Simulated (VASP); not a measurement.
Here is the system:

```
TaO2
1.0
    4.83597     0.00000     0.00000
    0.00000     4.83597     0.00000
    0.00000     0.00000     3.11439
Ta O
2 4
Direct
  0.00000   0.00000   0.00000
  0.50000   0.50000   0.50000
  0.30496   0.30496   0.00000
  0.80496   0.19504   0.50000
  0.19504   0.80496   0.50000
  0.69504   0.69504   0.00000
```

All values below come from PBEsol GGA, VASP's PBE PAW potentials (set 64) (plane waves; VASP 6.6.1). Settings: 400 eV cut-off, 5×5×7 Γ-centred mesh, Gaussian smearing of 0.10 eV, potentials Ta_pv O.

Task: Give the energies of bands 15 to 26 at the high-symmetry points, in eV from the Fermi level.

Result: 
```csv
band,Γ,X,M,Z,R,A
15,-7.62,-7.00,-6.29,-7.28,-6.51,-7.27
16,-5.96,-7.00,-6.29,-7.28,-6.51,-7.27
17,-5.96,-6.83,-5.83,-6.41,-5.84,-6.39
18,-5.46,-6.83,-5.83,-6.41,-5.84,-6.39
19,-4.55,-5.31,-4.97,-5.92,-5.80,-4.96
20,-4.39,-5.31,-4.97,-5.92,-5.80,-4.96
21,-4.39,-4.51,-4.85,-4.96,-4.76,-4.42
22,-3.83,-4.51,-4.85,-4.96,-4.76,-4.42
23,-0.82,-0.05,-0.67,0.82,-0.65,0.34
24,-0.54,-0.05,-0.67,0.82,-0.65,0.34
25,0.35,1.21,0.65,1.33,1.74,0.97
26,0.60,1.22,0.65,1.47,1.74,0.97
```

It has no gap at this level: it comes out as a metal or semimetal.

The structure was generated: TaO2 was put into an ordered model structure, which need not be its known phase. The cell was not relaxed at this level.
